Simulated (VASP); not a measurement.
Consider the following.

```
CELL_PARAMETERS angstrom
      0.00000     3.24471     3.24471
      3.24471     0.00000     3.24471
      3.24471     3.24471     0.00000
ATOMIC_POSITIONS crystal
  Sr 0.00000 0.00000 0.00000
  Te 0.50000 0.50000 0.50000
```

Level of theory: PBE GGA with D3 dispersion (Becke-Johnson damping), VASP's PBE PAW potentials (set 64) (plane waves; VASP). Run with 520 eV cut-off, 7×7×7 Γ-centred mesh, Gaussian smearing of 0.050 eV, potentials Sr_sv Te.

Q: Give the stress tensor in GPa (positive for a compressed cell).

A: 
```
2.51  0.00  0.00
0.00  2.51  0.00
0.00  0.00  2.51
```
The pressure is its mean diagonal, 2.51 GPa.

The compound is SrTe in the rock salt structure. This cell is one point of a volume scan, at 0.94 of the reference volume.
